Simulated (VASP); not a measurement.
Given:

```xyz
4
Lattice="4.2600 2.1300 2.1300 2.1300 4.2600 2.1300 2.1300 2.1300 4.2600" Properties=species:S:1:pos:R:3 pbc="T T T"
Co     0.0000     0.0000     0.0000
Co     4.2600     4.2600     4.2600
O      2.1300     2.1300     2.1300
O      6.3900     6.3900     6.3900
```
Starting moments (μB, in the order of the record's atoms Co Co O O): 3.0 -3.0 0.0 0.0.

Computed with PBE GGA, VASP's PBE PAW potentials (set 64) (plane waves; VASP). Run with 520 eV cut-off, 4×4×4 Monkhorst-Pack mesh, Gaussian smearing of 0.050 eV, potentials Co O.

Gaps are read on the run's mesh, which can miss a band edge.

### Question
Estimate the cell moment, energy per atom (σ→0), pressure, band gap (on the k-mesh) with the smallest direct gap where there is one.

### Answer

The band gap (on the k-mesh) is none (metal, semimetal or under 0.01 eV), the cell moment comes out as 0.00 μB and the energy per atom (σ→0) is -6.595 eV/atom. The pressure is -3.27 GPa.

### Question
Give the moment on each site (PAW-sphere projection).

### Answer

```tsv
site	moment (μB)
Co1	2.43
Co2	-2.43
O3	0.00
O4	0.00
```

Only differences to runs with the same potentials and settings are physical.

The compound is CoO in the rock salt, AFM-II order structure. The cell was not relaxed at this level. The k-mesh is coarse (spacing up to 0.61 per Å, 2π included), so the numbers may not be converged in it. The run is one of a series of settings (KPOINTS 4×4×4 Monkhorst-Pack mesh against the base run), some of them coarse on purpose.
